**Q:** I have static pressures for face-centred cubic aluminium at seven volumes, from density functional theory with the PBE functional. A positive pressure means that the crystal pushes outwards. The cells are almost equally spaced in volume, yet the pressures aren't equally spaced at all.

VASP 6.6.1 calculations for face-centred cubic aluminium with the PBE functional, without spin polarisation, using the recommended PAW PBE potentials and a plane-wave cutoff of 350 eV. The one-atom primitive cell is sampled with an 18 × 18 × 18 k-point mesh and Gaussian smearing of 0.1 eV. Pressure is positive in compression.

| volume (Å³/atom) | shortest distance (Å) | pressure (GPa) |
| --- | --- | --- |
| 15.001 | 2.768 | 8.970 |
| 15.496 | 2.798 | 5.450 |
| 15.990 | 2.828 | 2.490 |
| 16.485 | 2.857 | 0.000 |
| 16.979 | 2.885 | -2.130 |
| 17.474 | 2.913 | -3.970 |
| 17.968 | 2.940 | -5.530 |

Between the two smallest cells the pressure changes by 3.52 GPa, and between the two largest by only 1.56 GPa. My first thought is that this is mere bookkeeping. The same slice of volume is a larger fraction of a small cell than of a large one, so it should cost more.

**A:** That is a proper hypothesis, because it says how large the effect must be. Resistance to a change of volume is measured by the bulk modulus, B = −Δp/Δln V: the change of pressure per relative change of volume. Call it the stiffness. If it were the same in every cell, the first step would cost about 1.17 times as much as the last, simply because the cell is smaller there. In the table the ratio is 2.26.

**Q:** So the bookkeeping is real but accounts for little of it.

**A:** Yes, and you can see directly what it leaves out. Work out the stiffness for each step separately, and it falls from 108 GPa between the two smallest cells to 56 GPa between the two largest, with no exception on the way. The material itself becomes softer as it expands. We need a cause for that change, not only for the resistance.

**Q:** Then I would blame the electrons. Aluminium has three valence electrons per atom, and they behave nearly as free particles. Squeeze them into less space and the Pauli principle drives them to shorter wavelengths and higher kinetic energy. The metal resists because its electron gas resists, and a denser gas resists more.

**A:** The first half of that is sound, and these calculations support it. The energy between the lowest valence level and the Fermi level, the occupied band width, is 1.078 times as large at 15.496 Å³ as at 17.474 Å³. Free electrons would give 1.083. So the occupied band does widen on compression much as that of a free gas does. Now work out what pressure such a gas exerts in the cell of 16.485 Å³, where the table has zero.

**Q:** Three electrons in 16.485 Å³ make a density n of 0.182 per Å³. The Fermi energy is E_F = (ħ²/2m)(3π²n)^(2/3), which comes to 11.71 eV. The pressure of the gas is then

P = (2/5) n E_F = 0.4 × 0.182 × 11.71 eV/Å³ ≈ 0.852 eV/Å³ ≈ 137 GPa.

That is enormous, and the table says zero.

**A:** So something pulls inwards just as hard. Your explanation has to say what that pull does when the volume changes.

**Q:** I had assumed that it stays put. The cohesion holds the metal together with a fixed inward pressure of 137 GPa, and the electron gas works against it. What I see in the table would be the excess of the gas over that fixed pull.

**A:** Then calculate the excess. The pressure of a free electron gas varies as V^(−5/3), and for any pressure that goes as a power of volume, the stiffness is the exponent times the pressure. Your picture gives 5/3 × 137 GPa, or about 228 GPa. The calculated stiffness at zero pressure is 77 GPa, read from a straight line fitted by least squares to the six step values against the mean pressure of each step. Your metal would be three times too stiff.

**Q:** Perhaps real electrons in aluminium are less effective than free ones. If I scaled the gas pressure down to a third, the stiffness would come out right.

**A:** It would, but the shape of the curve doesn't care about such a scale factor. However strong you make the gas, a fixed pull gives a first step 1.50 times the last, against 2.26 in the table. The picture therefore fails twice: it resists too much, and its resistance changes by too small a factor with volume. One adjustable strength can mend only the first fault.

**Q:** Then the pull can't be fixed. What is it made of?

**A:** Standard theory of simple metals says that it is mostly electrostatic. Each positive ion sits in a cloud of valence electrons, and the attraction between ion and cloud outweighs the repulsions among like charges. Such energies go as one over a distance. Compression brings ions and electrons closer together, so the attraction deepens. Exchange between electrons lowers the energy further and, in a uniform gas, follows the same law.

**Q:** So when I squeeze the metal, the pull gets stronger too. It helps me.

**A:** That is the point your picture missed. A distance scales as V^(1/3), so the attractive energy goes as V^(−1/3) and the inward pressure as V^(−4/3). The outward pressure of the gas goes as V^(−5/3). Both grow on compression, but the outward one grows slightly faster. I don't calculate the size of the pull from the charges. I set it so that the two cancel at V₀ = 16.485 Å³:

p = P [(V₀/V)^(5/3) − (V₀/V)^(4/3)].

**Q:** Then the stiffness is only the difference of the exponents times P, that is (5/3 − 4/3) × 137 GPa, or about 46 GPa. Now it is too soft.

**A:** Too soft by some 40 % of the calculated value, but no longer three times too stiff, and no number has been adjusted to the pressures of the compressed or stretched cells. The metal is far softer than its electron gas because most of the rise in the gas pressure is met by a rise in the pull. Look also at the bend: the first step is now 1.83 times the last.

**Q:** Why should the balance bend more than the gas alone? I have added a term that varies more gently.

**A:** Because the stiffness is now a small difference between two large contributions. Suppose that one quantity is 5, another is 4, and you compress until the first has grown by 5 % and the second by 4 %. Their difference, which was 1, has then grown by 9 %, faster than either of them. When opposing terms nearly cancel, even a slight difference in how fast they grow makes a large relative change in what is left.

**Q:** Can I see this compensation in the energies as well as in the pressures?

**A:** Yes. Going from zero pressure to the smallest cell, the kinetic energy of a free electron gas would rise by 1.37 eV per atom. The total energy in these calculations rises by only 0.039 eV. A fixed pull would also repay a good deal, namely 0.852 eV/Å³ times the volume change of 1.484 Å³, or 1.26 eV. That leaves a rise of about 0.1 eV, more than twice the calculated one, so the real repayment must be larger.

**Q:** That is the same evidence in another form, isn't it? The energy is the pressure added up over volume.

**A:** It is. It shows the scale of the cancellation, but it isn't an independent vote.

**Q:** What would make up the missing stiffness?

**A:** The ion cores are an obvious candidate. A valence electron is largely kept from taking advantage of the deep attraction inside a core, because the core electrons already occupy that region. Treating the ions as points therefore credits the metal with too much attraction. The correction is repulsive and grows with the density of valence electrons at the cores, so its energy goes as 1/V and its pressure as V^(−2).

**Q:** That is steeper than either of the other terms, so it should stiffen the metal.

**A:** It does. I added such a term, strengthened the pull by the same amount to keep zero pressure at V₀, and fitted its one strength by least squares to all seven pressures. The stiffness rises to 79 GPa, close to the calculated 77 GPa. That agreement is what the fit was free to arrange. The fitted strength also absorbs whatever else the model omits, so I wouldn't read it as a measurement of the cores. From theory one would expect a considerably stronger core repulsion, partly offset by effects that this model leaves out.

**Q:** And the bend, which the fit couldn't arrange so easily?

**A:** It hardly improves. The first step becomes 1.87 times the last, still short of 2.26. The smallest cell gets 8.6 GPa instead of 8.97 GPa, and the largest gets −5.9 GPa instead of −5.53 GPa, although both were part of the fit. The balance has the right character, but real aluminium in this calculation changes its stiffness faster than three simple powers allow.

**Q:** Do you know what is missing?

**A:** I have a suspicion. The model spreads the valence electrons evenly, whereas in the crystal they rearrange around the ions and lower the energy by doing so. That gain depends on volume in a way that no single power describes. To test it, one would need the energy split into its parts at each volume, and here we have only the totals.

**Q:** Then how firmly may I state the conclusion?

**A:** The numbers reject a constant stiffness and also an electron gas working against a fixed pull. Of the pictures we compared, they favour a pull that grows on compression, since that brings both the stiffness and the bend closer to the table. That this pull is electrostatic comes from theory, not from the pressures.

**Q:** A colleague works on aluminium interconnects. Her stress model uses one constant bulk modulus. Must I tell her that it is wrong?

**A:** Look at the strains first. A line enclosed in a stiff dielectric can't shrink freely when it cools, so it is left with slightly too much volume and comes under tension. An excess of 0.1 % means a hydrostatic tension of about 77 MPa, and the stiffness drops by only about 0.4 %. Her constant is fine there, whereas our table spans volume changes of 9 % either way. These are values for a lattice at rest, though, and thermal motion would shift them somewhat.

**Q:** Let me try a prediction, then. If I add a cell that is smaller than the smallest one by another equal slice of volume, the new step should cost more than any in the table.

**A:** How much more?

**Q:** The fitted line says that the stiffness rises by about 4.4 GPa for each GPa of pressure. In the middle of the new step the pressure would be near 11 GPa, so the stiffness is about 77 + 4.4 × 11, or 125 GPa. The relative change of volume is about 3.4 %, which makes the step roughly 4 GPa.

**A:** That is a reasonable guess for one step beyond the data. You got it by asking how the stiffness changes, and the balance tells you why it must: compression strengthens both the push and the pull, but the push gains more, and each further step adds more to its lead than the step before.
